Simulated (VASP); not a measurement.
A convergence study with VASP on Ti (hcp): one setting is varied, all else stays as given below, so the limit is that of these other settings.

```yaml
crystal:
  lattice:
    - [1.47500, -2.55477, 0.00000]
    - [1.47500, 2.55477, 0.00000]
    - [0.00000, 0.00000, 4.68000]
  atoms:
    - { symbol: Ti, position: [0.33333, 0.66667, 0.25000] }
    - { symbol: Ti, position: [0.66667, 0.33333, 0.75000] }
```

The numbers are results of PBE GGA, VASP's PBE PAW potentials (set 64) (plane waves; VASP), not measurements. The tightest run used: 550 eV cut-off, 24×24×14 Γ-centred mesh, first-order Methfessel-Paxton smearing of 0.10 eV, potentials Ti_sv.

The settings run are 1×1×1 mesh; 2×2×1 mesh; 3×3×2 mesh; 4×4×2 mesh; 5×5×3 mesh; 6×6×3 mesh; 7×7×4 mesh; 8×8×4 mesh; 9×9×5 mesh; 10×10×6 mesh; 11×11×6 mesh; 12×12×7 mesh; 13×13×7 mesh; 14×14×8 mesh; 15×15×8 mesh; 16×16×9 mesh; 17×17×10 mesh; 18×18×10 mesh; 19×19×11 mesh; 20×20×11 mesh; 21×21×12 mesh; 22×22×12 mesh; 23×23×13 mesh; 24×24×14 mesh. From which on does the stress (every component) stay within 0.2 GPa of the tightest run?

From 12×12×7 mesh on: it is off by 0.09 there and by no more than 0.2 in any finer run, while 11×11×6 mesh is off by 0.30.
```csv
setting,E (eV/atom),pressure (GPa),irreducible k-points,difference judged (GPa)
1×1×1 mesh,-7.7915,36.36,1,101.82
2×2×1 mesh,-8.1489,-8.79,2,47.45
3×3×2 mesh,-7.8714,-2.70,6,3.26
4×4×2 mesh,-7.8037,-1.57,8,0.63
5×5×3 mesh,-7.8322,-1.96,10,0.92
6×6×3 mesh,-7.8184,-1.24,14,0.91
7×7×4 mesh,-7.8351,-1.66,24,1.32
8×8×4 mesh,-7.8426,-1.98,30,0.40
9×9×5 mesh,-7.8352,-1.88,36,0.49
10×10×6 mesh,-7.8325,-1.69,56,0.12
11×11×6 mesh,-7.8327,-1.74,64,0.30
12×12×7 mesh,-7.8342,-1.75,76,0.09
13×13×7 mesh,-7.8338,-1.75,84,0.09
14×14×8 mesh,-7.8353,-1.80,120,0.01
15×15×8 mesh,-7.8345,-1.74,135,0.08
16×16×9 mesh,-7.8347,-1.80,150,0.01
17×17×10 mesh,-7.8342,-1.80,198,0.03
18×18×10 mesh,-7.8347,-1.81,222,0.05
19×19×11 mesh,-7.8345,-1.78,240,0.07
20×20×11 mesh,-7.8345,-1.79,264,0.11
21×21×12 mesh,-7.8345,-1.78,336,0.07
22×22×12 mesh,-7.8344,-1.79,364,0.04
23×23×13 mesh,-7.8346,-1.79,392,0.03
24×24×14 mesh,-7.8346,-1.79,488,0.00
```

Left out are rungs that failed or repeat a setting and relaxations that didn't move; long series are thinned to 24 rows.

The compound is Ti in the hcp structure. The cell was not relaxed at this level.
